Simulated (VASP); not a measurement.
A cell of SnSe₂ (1T layered) near equilibrium:

```yaml
crystal:
  lattice:
    - [1.92038, -3.32619, 0.00000]
    - [1.92038, 3.32619, 0.00000]
    - [0.00000, 0.00000, 6.49613]
  atoms:
    - { symbol: Sn, position: [0.00000, 0.00000, 0.00000] }
    - { symbol: Se, position: [0.33333, 0.66667, 0.24216] }
    - { symbol: Se, position: [0.66667, 0.33333, 0.75784] }
```

All values below come from r2SCAN meta-GGA, VASP's PBE PAW potentials (set 64) (plane waves; VASP).

Unless said otherwise, spin-orbit coupling is left out, though it shifts the bands of the heavy elements here.

```csv
run,ΔE (meV/atom),σxx,σyy,σzz,"largest shear component, with its sign (GPa)",largest force (eV/Å),gap (eV)
as it is,0.0,0.16,0.16,0.09,0.00,0.008,1.05
after one change,13.4,-3.86,-1.37,-1.36,0.05,0.208,0.86
```
Stress is in GPa, positive when the cell is compressed; gaps are those on the k-mesh, and 0.00 means metallic.

### Question
Name the change that produced these shifts.
A) uniaxial strain of +0.5 % along y with the ions relaxed
B) isotropic strain of -2.0 % with the ions relaxed
C) atom 3 (Se) moved by -0.050 Å along y
D) uniaxial strain of +4.0 % along x

### Answer
D, uniaxial strain of +4.0 % along x

The compound is SnSe2 in the 1T layered structure.
